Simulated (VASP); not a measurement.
Output of a VASP run:

File OSZICAR:
```
...
       N       E                     dE             d eps       ncg     rms          rms(c)
DAV:   1    -0.676373761327E+02   -0.35710E+01   -0.58208E+01   638   0.830E+01    0.203E+01
DAV:   2    -0.646808024196E+02    0.29566E+01   -0.12233E+01   713   0.297E+01    0.396E+00
DAV:   3    -0.643571290018E+02    0.32367E+00   -0.60709E-01   653   0.103E+01    0.334E+00
DAV:   4    -0.642454240016E+02    0.11171E+00   -0.31294E-01   701   0.968E+00    0.177E+00
DAV:   5    -0.642009887422E+02    0.44435E-01   -0.20496E-01   674   0.578E+00    0.456E-01
DAV:   6    -0.641740788602E+02    0.26910E-01   -0.65463E-02   647   0.384E+00    0.256E-01
DAV:   7    -0.641964653624E+02   -0.22387E-01   -0.11824E-02   638   0.181E+00    0.555E-02
DAV:   8    -0.641965930060E+02   -0.12764E-03   -0.16165E-04   698   0.198E-01    0.413E-02
DAV:   9    -0.641963479641E+02    0.24504E-03   -0.50713E-05   650   0.102E-01    0.224E-02
DAV:  10    -0.641963389770E+02    0.89872E-05   -0.79546E-05   644   0.143E-01    0.210E-03
DAV:  11    -0.641963456101E+02   -0.66332E-05   -0.14357E-06   602   0.150E-02    0.164E-03
DAV:  12    -0.641963514654E+02   -0.58552E-05   -0.17894E-07   328   0.744E-03    0.108E-03
DAV:  13    -0.641963528413E+02   -0.13759E-05   -0.12193E-06   638   0.192E-02    0.160E-03
DAV:  14    -0.641963528887E+02   -0.47333E-07   -0.15201E-08   328   0.185E-03
   2 F= -.64196353E+02 E0= -.64196353E+02  d E =-.130000E+00
       N       E                     dE             d eps       ncg     rms          rms(c)
DAV:   1    -0.646444869347E+02   -0.44813E+00   -0.68389E+00   638   0.282E+01    0.723E+00
DAV:   2    -0.643129766037E+02    0.33151E+00   -0.15601E+00   665   0.103E+01    0.160E+00
DAV:   3    -0.642763625486E+02    0.36614E-01   -0.66015E-02   647   0.316E+00    0.131E+00
DAV:   4    -0.642487352871E+02    0.27627E-01   -0.38218E-02   671   0.332E+00    0.544E-01
DAV:   5    -0.642512688099E+02   -0.25335E-02   -0.27899E-02   638   0.237E+00    0.158E-01
DAV:   6    -0.642543663747E+02   -0.30976E-02   -0.85511E-03   638   0.151E+00    0.101E-01
DAV:   7    -0.642567634975E+02   -0.23971E-02   -0.23330E-03   638   0.710E-01    0.126E-02
DAV:   8    -0.642568319423E+02   -0.68445E-04   -0.44581E-05   692   0.102E-01    0.773E-03
DAV:   9    -0.642568773876E+02   -0.45445E-04   -0.82669E-06   641   0.397E-02    0.417E-03
DAV:  10    -0.642569165429E+02   -0.39155E-04   -0.75155E-06   638   0.458E-02    0.907E-04
DAV:  11    -0.642569170056E+02   -0.46274E-06   -0.21403E-07   370   0.742E-03
   3 F= -.64256917E+02 E0= -.64256917E+02  d E =-.190564E+00
       N       E                     dE             d eps       ncg     rms          rms(c)
DAV:   1    -0.642575561474E+02   -0.63960E-03   -0.10184E-02   638   0.109E+00    0.270E-01
DAV:   2    -0.642568407865E+02    0.71536E-03   -0.22937E-03   677   0.400E-01    0.576E-02
DAV:   3    -0.642566975968E+02    0.14319E-03   -0.10216E-04   650   0.128E-01    0.471E-02
DAV:   4    -0.642566221241E+02    0.75473E-04   -0.66728E-05   668   0.139E-01    0.227E-02
DAV:   5    -0.642565372033E+02    0.84921E-04   -0.70797E-05   638   0.131E-01    0.571E-03
DAV:   6    -0.642566530485E+02   -0.11585E-03   -0.41634E-05   638   0.106E-01    0.439E-03
DAV:   7    -0.642566491459E+02    0.39026E-05   -0.59772E-06   638   0.352E-02    0.377E-04
DAV:   8    -0.642566506158E+02   -0.14699E-05   -0.59207E-08   319   0.353E-03    0.211E-04
DAV:   9    -0.642566513465E+02   -0.73072E-06   -0.19877E-08   319   0.183E-03
   4 F= -.64256651E+02 E0= -.64256651E+02  d E =-.190298E+00
```

**OUTCAR**
```
------------------------ aborting loop because EDIFF is reached ----------------------------------------
  FORCE on cell =-STRESS in cart. coord.  units (eV):
  Direction    XX          YY          ZZ          XY          YZ          ZX
  --------------------------------------------------------------------------------------
  Total       -0.0150494     -0.0150494     -0.0150494      0.0000000      0.0000000     -0.0000000
  in kB       -0.9574748     -0.9574748     -0.9574748      0.0000000      0.0000000     -0.0000000
  external PRESSURE =      -0.9574748 kB  Pullay stress =       0.0000000 kB
  volume of cell :       25.18
      direct lattice vectors                 reciprocal lattice vectors
     0.000000000  2.326433785  2.326433785    -0.214921225  0.214921225  0.214921225
     2.326433785 -0.000000000  2.326433785     0.214921225 -0.214921225  0.214921225
     2.326433785  2.326433785 -0.000000000     0.214921225  0.214921225 -0.214921225
 POSITION                                       TOTAL-FORCE (eV/Angst)
 -----------------------------------------------------------------------------------
      0.00000      0.00000      0.00000         0.000000      0.000000      0.000000
      2.32643      2.32643      2.32643        -0.000000     -0.000000     -0.000000
 -----------------------------------------------------------------------------------
    total drift:                                0.000000      0.000000      0.000000
  FREE ENERGIE OF THE ION-ELECTRON SYSTEM (eV)
  ---------------------------------------------------
  free  energy   TOTEN  =       -64.2566513465 eV

  energy  without entropy=      -64.2566513465  energy(sigma->0) =      -64.25665135

 reached required accuracy - stopping structural energy minimisation
```
(Selected blocks of OUTCAR.)

File POSCAR:
```
YbO
1
    0.0000000000     2.4300000000     2.4300000000
    2.4300000000     0.0000000000     2.4300000000
    2.4300000000     2.4300000000     0.0000000000
Yb O
1 1
Direct
  0.0000000000   0.0000000000   0.0000000000
  0.5000000000   0.5000000000   0.5000000000
```

### Question
Reconstruct the remaining input files.

### Answer
One answer among several that fit: the input of the run itself, SCAN meta-GGA, plane waves, VASP's PBE PAW potentials (set 64).

**INCAR**
```
LASPH = .True.   # aspherical one-centre terms
IBRION = 2   # conjugate gradients
NSW = 60   # most ionic steps
SYSTEM = YbO
PREC = Accurate
EDIFFG = -0.01
METAGGA = SCAN
LMIXTAU = .True.
LCHARG = .False.
LREAL = .False.
ENCUT = 520   # plane-wave cut-off (eV)
SIGMA = 0.05
NELM = 100
LMAXMIX = 6   # l cut-off of mixed one-centre charges
ISIF = 3
EDIFF = 1E-6
ISMEAR = 0   # Gaussian
LWAVE = .False.
ALGO = Normal
```

**KPOINTS**
```
Regular mesh
0
Gamma
 8 8 8
```

POTCAR, in this order: Yb_2 O (PBE.64 set). Program: vasp_std.

The 4f electrons are frozen in the core of the lanthanide potential, so 4f levels, which can set the real gap, and their magnetism are missing. Energy and stress use the plane-wave basis of the starting cell.

The structure comes from a measured YbO entry (Fm-3m) of the Crystallography Open Database, whose conditions weren't checked. This run relaxes it. Symmetry was kept, so distortions that lower it aren't found.
